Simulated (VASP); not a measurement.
# Na2ZrS2: relaxation of cell and atoms with PBE+D3(BJ)

The system is Na2ZrS2.

```
Na Zr S
1.0
    -2.47618    2.47618    4.04035
     2.47618   -2.47618    4.04035
     2.47618    2.47618   -4.04035
Na Zr S
2 1 2
Direct
  0.35677 0.35677 0.00000
  0.64323 0.64323 0.00000
  0.00000 0.00000 0.00000
  0.75000 0.25000 0.50000
  0.25000 0.75000 0.50000
```

The cell was built by a generator and needn't be a form met in nature.

| Quantity | Value |
| --- | --- |
| Program | VASP 6.6.1 |
| Task | relaxation of cell and atoms |
| Functional | PBE |
| Dispersion | D3(BJ) |
| Potentials or basis | VASP PAW PBE potentials, release 64 (Na_pv, Zr_sv, S) |
| Cutoff | 600 eV |
| k mesh | 6 × 6 × 6 |
| Occupations | fermi-dirac, width 0.05 eV |
| Spin | no spin polarisation |
| Further INCAR settings | ALGO = Fast; EDIFF = 1e-07; IBRION = 2; EDIFFG = -0.01; NSW = 60; ISIF = 3 |

| Quantity | Value |
| --- | --- |
| Relaxed volume | 18.31 Å³/atom |
| Relaxed cell | a = 5.232 Å, b = 5.232 Å, c = 5.232 Å, α = 125.48°, β = 125.48°, γ = 80.74° |
| Space group after relaxing (to 0.05 Å) | I4/mmm (No. 139) |
| Energy gained by relaxing | 23.5 meV/atom |
| Ionic steps | 7 |
| Pressure after relaxing | 0.0 GPa |
| Band gap on the k mesh | none (metal or under the smearing width) |
| Dispersion energy per atom | -0.372 eV |

Step by step:
```tsv
step	energy change (eV)	largest force (eV/Å)	pressure (GPa)	volume (Å³)
1	0.0000	0.0614	-3.94	99.09
2	-0.1078	0.2918	-0.08	92.24
3	-0.1078	0.2925	-0.06	92.22
4	-0.1146	0.1654	-0.01	91.85
5	-0.1174	0.0039	0.07	91.39
6	-0.1175	0.0111	0.07	91.42
7	-0.1175	0.0008	-0.02	91.55
```

Final structure:
```cif
data_structure
_symmetry_space_group_name_H-M 'P 1'
_symmetry_Int_Tables_number 1
_cell_length_a 5.2318
_cell_length_b 5.2318
_cell_length_c 5.2318
_cell_angle_alpha 125.481
_cell_angle_beta 125.481
_cell_angle_gamma 80.742
_cell_volume 91.55
loop_
_atom_site_label
_atom_site_type_symbol
_atom_site_fract_x
_atom_site_fract_y
_atom_site_fract_z
_atom_site_occupancy
Na1 Na 0.36104 0.36104 0.00000 1
Na2 Na 0.63896 0.63896 0.00000 1
Zr1 Zr 0.00000 0.00000 0.00000 1
S1 S 0.75000 0.25000 0.50000 1
S2 S 0.25000 0.75000 0.50000 1
```

Levels at points of the mesh, in eV from the Fermi level:
| k point | band 16 | band 17 | band 18 | band 19 | band 20 | band 21 | band 22 | band 23 |
| --- | --- | --- | --- | --- | --- | --- | --- | --- |
| (0.00, 0.00, 0.00) | -3.15 | -1.75 | -1.75 | -0.99 | -0.05 | 0.75 | 2.23 | 2.23 |
| (0.50, 0.00, 0.00) | -3.81 | -3.48 | -3.38 | -0.10 | 0.09 | 0.91 | 2.02 | 2.17 |
| (0.50, 0.50, 0.00) | -3.20 | -1.84 | -1.28 | -0.85 | 0.46 | 0.98 | 1.55 | 1.93 |
| (0.50, 0.50, 0.50) | -2.21 | -2.21 | -2.03 | -0.63 | 0.42 | 0.51 | 1.21 | 1.21 |

Wall time 27 min on 1 thread of Intel(R) Xeon(R) Platinum 8259CL CPU @ 2.50GHz (Skylake/Cascade Lake), with other jobs on the host, peak memory 0.4 GiB.

Caveat: pairwise dispersion overbinds metals, which lowers pressure and volume.
